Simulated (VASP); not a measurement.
Level of theory: LDA (Ceperley-Alder, Perdew-Zunger), VASP's LDA PAW potentials (set 64) (plane waves; VASP).

Input for VASP

File POSCAR:
```
CsSnI3
1
    6.0249403292     0.0000000000     0.0000000000
    0.0000000000     6.0249403292     0.0000000000
    0.0000000000    -0.0000000000     6.0249403292
Cs Sn I
1 1 3
Direct
  0.0000000000   0.0000000000   0.0000000000
  0.5000000000   0.5000000000   0.5000000000
  0.5000000000   0.0000000000   0.5000000000
  0.0000000000   0.5000000000   0.5000000000
  0.5000000000   0.5000000000   0.0000000000
```

KPOINTS:
```
Automatic mesh
0
G
  4 4 4
0 0 0
```

**INCAR**
```
! general
SYSTEM  = CsSnI3
PREC    = Accurate
ENCUT   = 400   ! plane-wave cut-off (eV)
LREAL   = .False.   ! projection in real space or not
LASPH   = .True.

! electronic loop
EDIFF   = 1E-7
NELM    = 100   ! most electronic steps
ALGO    = Normal   ! blocked Davidson
LMAXMIX = 4   ! l cut-off of mixed one-centre charges

! smearing
ISMEAR  = -5

! ions
ISIF    = 2   ! forces and stress, cell fixed

! output
LWAVE   = .False.
LCHARG  = .True.
LORBIT  = 11   ! lm-projected
NEDOS   = 601   ! DOS grid

! other
LEFG    = .True.
```

POTCAR, in this order: Cs_sv Sn_d I (LDA.64 set). Program: vasp_std.

**Question.** What will the output report for the number of irreducible k-points (NKPTS), number of bands (NBANDS), largest plane-wave count, number of space-group operations, FFT grid (NGX, NGY, NGZ)?

**Answer.** 
| Property | Result |
|---|---|
| number of irreducible k-points (NKPTS) | 10 |
| number of bands (NBANDS) | 26 |
| largest plane-wave count | 4012 |
| number of space-group operations | 48 |
| FFT grid (NGX, NGY, NGZ) | 40 × 40 × 40 |

The compound is CsSnI3 in the cubic perovskite structure, the ideal cubic form; the compound distorts at low or room temperature. It was relaxed first, which changed the volume by -9 %.
